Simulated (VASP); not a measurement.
# GeBr (P6_3/mmc) in VASP: equation of state

How stiff is GeBr in PBE, and what volume does it want? The cell is scaled to several volumes.

Program: VASP 6.6.1. These are calculated values, not measurements. Logs are shortened: lines on timing, memory, paths and dates and some standing lists are left out, and cuts for length are marked.

### 1 The structure

It takes space group P6_3/mmc (No. 194, hexagonal). Conventional cell: a = 4.827 Å, b = 4.827 Å, c = 5.565 Å, α = 90.00°, β = 90.00°, γ = 120.00°. Ge (site symmetry -3m) has 2 Ge at 2.78 Å and 6 Br at 3.11 Å as nearest neighbours. Around Br (site symmetry -6m2) lie 6 Ge at 3.11 Å.

The cell was built by a generator and needn't be a form met in nature.

### 2 Equation of state, PBE, 26.38 Å³/atom (volume scaled by 0.94)

The input, INCAR:

```
ALGO = Normal ; EDIFF = 1E-7
ENCUT = 520 ; GGA = PE
ISIF = 2 ; ISMEAR = -1
LASPH = T ; LCHARG = F
LREAL = F ; LWAVE = F
NBANDS = 29 ; NELM = 80
PREC = Accurate ; SIGMA = 0.05
```

The input, KPOINTS:

```
k-points
0
Gamma
  7 7 5
```

The input, POSCAR:

```
GeBr
1.0
    4.7282662295      0.0000000000      0.0000000000
   -2.3641331148      4.0947972806      0.0000000000
    0.0000000000      0.0000000000      5.4510636357
Ge Br
2 2
Direct
    0.0000000000      0.0000000000      0.0000000000
    0.0000000000      0.0000000000      0.5000000000
    0.3333300000      0.6666700000      0.7500000000
    0.6666700000      0.3333300000      0.2500000000
```

Potentials or basis: VASP PAW PBE potentials, release 64 (Ge_d, Br).

Command:

```console
$ cat potpaw_PBE.64/Ge_d/POTCAR potpaw_PBE.64/Br/POTCAR > POTCAR
$ mpirun -np 1 vasp_std > vasp.out
```

OUTCAR:

```text
EDIFF = 1E-7
   ENCUT = 520
   GGA = PE
   ISIF = 2
   ISMEAR = -1
   LASPH = T
   LREAL = F
   NELM = 80
   PREC = Accurate

 Found     48 irreducible k-points:

 Following reciprocal coordinates:
            Coordinates               Weight
  0.000000  0.000000  0.000000      1.000000
  0.142857  0.000000  0.000000      4.000000
 -0.142857  0.142857  0.000000      2.000000
  0.285714  0.000000  0.000000      4.000000
 -0.285714  0.285714  0.000000      2.000000
  0.428571  0.000000  0.000000      4.000000
   k-points           NKPTS =     48   k-points in BZ     NKDIM =     48   number of bands    NBANDS=     29
   number of dos      NEDOS =    301   number of ions     NIONS =      4
   total plane-waves  NPLWV =  54432
   dimension x,y,z NGX =    36 NGY =   36 NGZ =   42
   dimension x,y,z NGXF=    72 NGYF=   72 NGZF=   84
   ions per type =               2   2
   NGX,Y,Z   is equivalent  to a cutoff of  12.66, 12.66, 12.81 a.u.
   NGXF,Y,Z  is equivalent  to a cutoff of  25.32, 25.32, 25.62 a.u.
 SYSTEM =  unknown system
   PREC   = accura    normal or accurate (medium, high low for compatibility)
   ISTART =      0    job   : 0-new  1-cont  2-samecut
   ICHARG =      2    charge: 1-file 2-atom 10-const
   ISPIN  =      1    spin polarized calculation?
   LNONCOLLINEAR =      F non collinear calculations
   LSORBIT =      F    spin-orbit coupling
   LASPH  =      T    aspherical Exc in radial PAW
   ENCUT  =  520.0 eV  38.22 Ry    6.18 a.u.   8.79  8.79 10.14*2*pi/ulx,y,z
   NELM   =     80;   NELMIN=  2; NELMDL= -5     # of ELM steps
   EDIFF  = 0.1E-06   stopping-criterion for ELM
   LREAL  =      F    real-space projection
   EDIFFG = 0.1E-05   stopping-criterion for IOM
   NSW    =      0    number of steps for IOM
   IBRION =     -1    ionic relax: 0-MD 1-quasi-New 2-CG
   NFREE  =      0    steps in history (QN), initial steepest desc. (CG)
   ISIF   =      2    stress and relaxation
   ISYM   =      2    0-nonsym 1-usesym 2-fastsym
   POTIM  = 0.5000    time-step for ionic-motion
   TEBEG  =    0.0;   TEEND  =   0.0 temperature during run
   PSTRESS=    0.0 pullay stress
   NELECT =      42.0000    total number of electrons
   NUPDOWN=      -1.0000    fix difference up-down
   EMIN   =  10.00;   EMAX   =-10.00  energy-range for DOS
   EFERMI =   0.00;   METHOD = LEGACY
   ISMEAR =    -1;   SIGMA  =   0.05  broadening in eV -4-tet -1-fermi 0-gaus
   EFERMI_NEDOS =   21; number of points for ismear=-14 and -15
   IALGO  =     38    algorithm
   IMIX   =      4    mixing-type and parameters
     AMIX     =   0.40;   BMIX     =  1.00
     AMIX_MAG =   1.60;   BMIX_MAG =  1.00
  volume/ion in A,a.u.               =      26.38       178.05
  Fermi-wavevector in a.u.,A,eV,Ry     =   1.204165  2.275542 19.728635  1.450014
  Thomas-Fermi vector in A             =   2.339898
   LORBIT       =      0    0 simple, 1 ext, 2 COOP (PROOUT), +10 PAW based schemes
   GGA     = PE    functional components
   LHFCALC =     F    Hartree Fock is set to
   AEXX    =    0.0000 exact exchange contribution
   IVDW    =     0    specifies the selected vdW correction
   LEPSILON=     F    determine dielectric tensor
   LRPA    =     F    only Hartree local field effects (RPA)
 non-spin polarized calculation
  energy-cutoff  :      520.00
  volume of cell :      105.54
 maximum number of plane-waves:      2859
   NGX = 17   NGY = 17   NGZ = 21

 number of electron      42.0000045 magnetization

 Free energy of the ion-electron system (eV)
  ---------------------------------------------------
  ext. energy  EPLUGINS =         0.00000000
  ---------------------------------------------------
  free energy    TOTEN  =       -12.05771104 eV

  energy without entropy =      -12.02112609  energy(sigma->0) =      -12.03941856

 E-fermi :   4.3239     XC(G=0):  -9.2269

 val. band max:        4.3090112637   @ k =  -0.1429   0.2857   0.2000
 cond. band min:       4.3533227716   @ k =   0.4286   0.1429   0.4000
 fundamental gap:      0.0443115079
 Fermi energy:         4.3238905655

 k-point     1 :       0.0000    0.0000    0.0000
  band No.  band energies     occupation
      1     -21.5033      2.00000
      2     -21.5033      2.00000
      3     -21.4949      2.00000
      4     -21.4949      2.00000
      5     -21.4563      2.00000
      6     -21.4224      2.00000
[... 21 lines left out ...]
     28       9.5542      0.00000
     29       9.7036      0.00000

 k-point     2 :       0.1429    0.0000    0.0000
  band No.  band energies     occupation
      1     -21.5035      2.00000
      2     -21.5031      2.00000
      3     -21.4949      2.00000
      4     -21.4947      2.00000
      5     -21.4563      2.00000
      6     -21.4227      2.00000
[... 21 lines left out ...]
     28       9.8730      0.00000
     29      11.1138      0.00000

 k-point     3 :      -0.1429    0.1429    0.0000
  band No.  band energies     occupation
      1     -21.5035      2.00000
      2     -21.5031      2.00000
      3     -21.4949      2.00000
      4     -21.4947      2.00000
      5     -21.4563      2.00000
      6     -21.4227      2.00000
[... 21 lines left out ...]
     28       9.8731      0.00000
     29      11.1156      0.00000

 k-point     4 :       0.2857    0.0000    0.0000
  band No.  band energies     occupation
      1     -21.5037      2.00000
      2     -21.5027      2.00000
      3     -21.4949      2.00000
      4     -21.4945      2.00000
      5     -21.4561      2.00000
      6     -21.4232      2.00000
[... 21 lines left out ...]
     28      10.7574      0.00000
     29      11.8072      0.00000

 k-point     5 :      -0.2857    0.2857    0.0000
  band No.  band energies     occupation
      1     -21.5037      2.00000
      2     -21.5027      2.00000
      3     -21.4949      2.00000
      4     -21.4945      2.00000
      5     -21.4561      2.00000
      6     -21.4232      2.00000
[... 21 lines left out ...]
     28      10.7575      0.00000
     29      11.8072      0.00000

 k-point     6 :       0.4286    0.0000    0.0000
  band No.  band energies     occupation
      1     -21.5040      2.00000
      2     -21.5024      2.00000
      3     -21.4950      2.00000
      4     -21.4943      2.00000
      5     -21.4560      2.00000
      6     -21.4236      2.00000
[... 21 lines left out ...]
     28      11.8928      0.00000
     29      12.1087      0.00000

 [... further k-points ...]

------------------------ aborting loop because EDIFF is reached ----------------------------------------

  FORCE on cell =-STRESS in cart. coord.  units (eV):
  Direction    XX          YY          ZZ          XY          YZ          ZX
  --------------------------------------------------------------------------------------
  -------------------------------------------------------------------------------------
  Total        1.4946175      1.4947979      1.4168249      0.0001571      0.0000000      0.0000000
  in kB       22.6895076     22.6922458     21.5085530      0.0023847      0.0000000      0.0000000
  external PRESSURE =      22.2967688 kB  Pullay stress =       0.0000000 kB

 VOLUME and BASIS-vectors are now :
 -----------------------------------------------------------------------------
  energy-cutoff  :      520.00
  volume of cell :      105.54
      direct lattice vectors                 reciprocal lattice vectors
     4.728266229  0.000000000  0.000000000     0.211494013  0.122106167  0.000000000
    -2.364133115  4.094797281  0.000000000     0.000000000  0.244212334  0.000000000
     0.000000000  0.000000000  5.451063636     0.000000000  0.000000000  0.183450436

 POSITION                                       TOTAL-FORCE (eV/Angst)
 -----------------------------------------------------------------------------------
      0.00000      0.00000      0.00000        -0.000000      0.000000      0.000000
      0.00000      0.00000      2.72553        -0.000000      0.000000      0.000000
     -0.00002      2.72988      4.08830        -0.000071      0.000041     -0.000000
      2.36416      1.36492      1.36277         0.000071     -0.000041     -0.000000
 -----------------------------------------------------------------------------------
    total drift:                                0.000000     -0.000000      0.000000

  FREE ENERGIE OF THE ION-ELECTRON SYSTEM (eV)
  ---------------------------------------------------
  free  energy   TOTEN  =       -12.0577110372 eV

  energy  without entropy=      -12.0211260853  energy(sigma->0) =      -12.03941856
```

Wall time 55 s (1 thread of Intel Xeon 6975P-C (Granite Rapids), shared host); peak memory 0.28 GiB.

What came out:

```yaml
Free_energy: -12.0577 eV
Pressure: 2.2 GPa
Band_gap_on_the_k_mesh: none (metal or under the smearing width)
```

[end of part 1 of 2]
